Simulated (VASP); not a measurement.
Output of a VASP run:

### OUTCAR
```
 ion  position               nearest neighbor table
   1  0.000  0.000  0.000-   3 1.85   6 1.85   5 1.85   4 1.85   4 1.85   5 1.85
   2  0.500  0.500  0.500-   4 1.85   5 1.85   3 1.85   6 1.85   3 1.85   6 1.85
   3  0.302  0.302  0.000-   1 1.85   2 1.85   2 1.85
   4  0.802  0.198  0.500-   2 1.85   1 1.85   1 1.85
   5  0.198  0.802  0.500-   2 1.85   1 1.85   1 1.85
   6  0.698  0.698  0.000-   1 1.85   2 1.85   2 1.85
  LATTYP: Found a simple tetragonal cell.
 ALAT       =     4.3153087052
 C/A-ratio  =     0.6492722740
 Subroutine PRICEL returns:
 Original cell was already a primitive cell.
 Subroutine GETGRP returns: Found 16 space group operations
The static configuration has the point symmetry D_2h.
 The point group associated with its full space group is D_4h.
The dynamic configuration has the point symmetry D_2h.
The overall configuration has the point symmetry D_2h.
 Subroutine INISYM returns: Found 16 space group operations
 Subroutine IBZKPT returns following result:
 Found     60 irreducible k-points:

 Following reciprocal coordinates:
            Coordinates               Weight
  0.000000  0.000000  0.000000      1.000000
  0.142857  0.000000  0.000000      4.000000
  0.285714  0.000000  0.000000      4.000000
  0.428571  0.000000  0.000000      4.000000
  0.142857  0.142857  0.000000      4.000000
  0.285714  0.142857  0.000000      8.000000
  0.428571  0.142857  0.000000      8.000000
  0.285714  0.285714  0.000000      4.000000
  0.428571  0.285714  0.000000      8.000000
  0.428571  0.428571  0.000000      4.000000
  0.000000  0.000000  0.090909      2.000000
  0.142857  0.000000  0.090909      8.000000
  0.285714  0.000000  0.090909      8.000000
  0.428571  0.000000  0.090909      8.000000
  0.142857  0.142857  0.090909      8.000000
  0.285714  0.142857  0.090909     16.000000
  0.428571  0.142857  0.090909     16.000000
  0.285714  0.285714  0.090909      8.000000
  0.428571  0.285714  0.090909     16.000000
  0.428571  0.428571  0.090909      8.000000
  0.000000  0.000000  0.181818      2.000000
  0.142857  0.000000  0.181818      8.000000
  0.285714  0.000000  0.181818      8.000000
  0.428571  0.000000  0.181818      8.000000
  0.142857  0.142857  0.181818      8.000000
  0.285714  0.142857  0.181818     16.000000
  0.428571  0.142857  0.181818     16.000000
  0.285714  0.285714  0.181818      8.000000
  0.428571  0.285714  0.181818     16.000000
  0.428571  0.428571  0.181818      8.000000
  0.000000  0.000000  0.272727      2.000000
  0.142857  0.000000  0.272727      8.000000
  0.285714  0.000000  0.272727      8.000000
  0.428571  0.000000  0.272727      8.000000
  0.142857  0.142857  0.272727      8.000000
  0.285714  0.142857  0.272727     16.000000
  0.428571  0.142857  0.272727     16.000000
  0.285714  0.285714  0.272727      8.000000
  0.428571  0.285714  0.272727     16.000000
  0.428571  0.428571  0.272727      8.000000
   k-points           NKPTS =     60   k-points in BZ     NKDIM =     60   number of bands    NBANDS=     30
   number of dos      NEDOS =    301   number of ions     NIONS =      6
   total plane-waves  NPLWV =  31104
   dimension x,y,z NGX =    36 NGY =   36 NGZ =   24
   dimension x,y,z NGXF=    72 NGYF=   72 NGZF=   48
   ions per type =               2   4
   PREC   = accura    normal or accurate (medium, high low for compatibility)
   ISTART =      0    job   : 0-new  1-cont  2-samecut
   ICHARG =      2    charge: 1-file 2-atom 10-const
   ISPIN  =      2    spin polarized calculation?
   LNONCOLLINEAR =      F non collinear calculations
   LSORBIT =      F    spin-orbit coupling
   INIWAV =      1    electr: 0-lowe 1-rand  2-diag
   ENCUT  =  620.0 eV  45.57 Ry    6.75 a.u.   8.76  8.76  5.69*2*pi/ulx,y,z
   NELM   =    100;   NELMIN=  2; NELMDL= -5     # of ELM steps
   EDIFF  = 0.1E-05   stopping-criterion for ELM
   LREAL  =      F    real-space projection
...
```

**OSZICAR**
```
       N       E                     dE             d eps       ncg     rms          rms(c)
DAV:   1     0.701911295726E+03    0.70191E+03   -0.31642E+04  7288   0.231E+03
DAV:   2     0.254757256246E+02   -0.67644E+03   -0.63940E+03  7644   0.620E+02
DAV:   3    -0.621688738694E+02   -0.87645E+02   -0.85206E+02  8968   0.207E+02
DAV:   4    -0.655796660662E+02   -0.34108E+01   -0.31698E+01  8384   0.365E+01
DAV:   5    -0.656392916251E+02   -0.59626E-01   -0.59348E-01  7542   0.548E+00    0.488E+01
DAV:   6    -0.599792485024E+02    0.56600E+01   -0.15469E+02  8828   0.122E+02    0.477E+01
DAV:   7    -0.528605731547E+02    0.71187E+01   -0.10509E+02  9158   0.122E+02    0.218E+01
DAV:   8    -0.508186282218E+02    0.20419E+01   -0.84525E+00  7534   0.303E+01    0.789E+00
DAV:   9    -0.505421165300E+02    0.27651E+00   -0.16137E+00  9426   0.130E+01    0.275E+00
DAV:  10    -0.505534616633E+02   -0.11345E-01   -0.16680E-01  7560   0.336E+00    0.155E+00
DAV:  11    -0.505501979548E+02    0.32637E-02   -0.15450E-02  7968   0.154E+00    0.590E-01
DAV:  12    -0.505489857715E+02    0.12122E-02   -0.83515E-03  8660   0.139E+00    0.186E-01
DAV:  13    -0.505490900075E+02   -0.10424E-03   -0.63631E-04  7770   0.189E-01    0.550E-02
DAV:  14    -0.505490848507E+02    0.51567E-05   -0.10660E-04  8340   0.671E-02    0.375E-02
DAV:  15    -0.505490809462E+02    0.39045E-05   -0.50798E-05  8238   0.965E-02    0.189E-02
DAV:  16    -0.505490801243E+02    0.82185E-06   -0.50584E-06  6960   0.313E-02
   1 F= -.47292574E+02 E0= -.47292475E+02  d E =-.472926E+02  mag=    -0.0000
```

File OUTCAR:
```
------------------------ aborting loop because EDIFF is reached ----------------------------------------
  FORCE on cell =-STRESS in cart. coord.  units (eV):
  Direction    XX          YY          ZZ          XY          YZ          ZX
  --------------------------------------------------------------------------------------
  Total        3.2703949      3.2703949      3.2225936     -0.0000000      0.0000000      0.0000000
  in kB      100.4264965    100.4264965     98.9586254     -0.0000000      0.0000000      0.0000000
  external PRESSURE =      -0.0627939 kB  Pullay stress =     100.0000000 kB
  volume of cell :       52.18
      direct lattice vectors                 reciprocal lattice vectors
     4.315308705  0.000000000  0.000000000     0.231733132  0.000000000  0.000000000
     0.000000000  4.315308705  0.000000000     0.000000000  0.231733132  0.000000000
     0.000000000  0.000000000  2.801810296     0.000000000  0.000000000  0.356912101
 POSITION                                       TOTAL-FORCE (eV/Angst)
 -----------------------------------------------------------------------------------
      0.00000      0.00000      0.00000        -0.000000      0.000000      0.000000
      2.15765      2.15765      1.40091        -0.000000      0.000000      0.000000
      1.30524      1.30524      0.00000        -0.003192     -0.003192      0.000000
      3.46290      0.85241      1.40091        -0.003192      0.003192      0.000000
      0.85241      3.46290      1.40091         0.003192     -0.003192      0.000000
      3.01007      3.01007      0.00000         0.003192      0.003192      0.000000
 -----------------------------------------------------------------------------------
    total drift:                               -0.000000      0.000000      0.000000
  FREE ENERGIE OF THE ION-ELECTRON SYSTEM (eV)
  ---------------------------------------------------
  free  energy   TOTEN  =       -50.5490801243 eV

  energy  without entropy=      -50.5487824044  energy(sigma->0) =      -50.54898088
  enthalpy is  TOTEN    =       -47.2925741202 eV   P V=        3.2565060042

 total charge

# of ion       s       p       d       tot
------------------------------------------
    1        0.386   6.535   5.013  11.935
    2        0.386   6.535   5.013  11.935
    3        1.562   3.474   0.000   5.036
    4        1.562   3.474   0.000   5.036
    5        1.562   3.474   0.000   5.036
    6        1.562   3.474   0.000   5.036
--------------------------------------------------
tot          7.022  26.967  10.026  44.015

 magnetization (x)

# of ion       s       p       d       tot
------------------------------------------
    1        0.011   0.019   2.329   2.360
    2       -0.011  -0.019  -2.329  -2.360
    3       -0.001  -0.044   0.000  -0.045
    4        0.001   0.044   0.000   0.045
    5        0.001   0.044   0.000   0.045
    6       -0.001  -0.044   0.000  -0.045
--------------------------------------------------
tot          0.000   0.000  -0.000  -0.000

 reached required accuracy - stopping structural energy minimisation
```
(Selected blocks of OUTCAR.)

**POSCAR**
```
MnO2
1
    4.3153087052     0.0000000000     0.0000000000
    0.0000000000     4.3153087052     0.0000000000
    0.0000000000     0.0000000000     2.8018102959
Mn O
2 4
Direct
  0.0000000000   0.0000000000   0.0000000000
  0.5000000000   0.5000000000   0.5000000000
  0.3024681009   0.3024681009   0.0000000000
  0.8024681009   0.1975318991   0.5000000000
  0.1975318991   0.8024681009   0.5000000000
  0.6975318991   0.6975318991   1.0000000000
```

Q: Reconstruct the remaining input files.

A: This is not unique; one that fits is the input of the run itself, PBEsol GGA, plane waves, VASP's PBE PAW potentials (set 64).

### KPOINTS
```
Automatic mesh
0
Gamma
7 7 11
0 0 0
```

### INCAR
```
SYSTEM  =  MnO2
PREC  =  Accurate; ENCUT  =  620; LREAL  =  .FALSE.
LASPH  =  .TRUE.
EDIFF  =  1E-6; NELM  =  100; ALGO  =  Normal
LMAXMIX  =  4
ISMEAR  =  1; SIGMA  =  0.1
GGA  =  PS
MAGMOM  =  2.4 -2.4 -0.0 0.0 0.0 -0.0
ISPIN  =  2
IBRION  =  2; NSW  =  40; ISIF  =  3
EDIFFG  =  -0.02; PSTRESS  =  100
LWAVE  =  .FALSE.; LCHARG  =  .FALSE.; LORBIT  =  10
```

POTCAR, in this order: Mn_pv O (PBE.64 set). Program: vasp_std.

The compound is MnO2 in the rutile structure. It was relaxed first under an external pressure of 10 GPa.
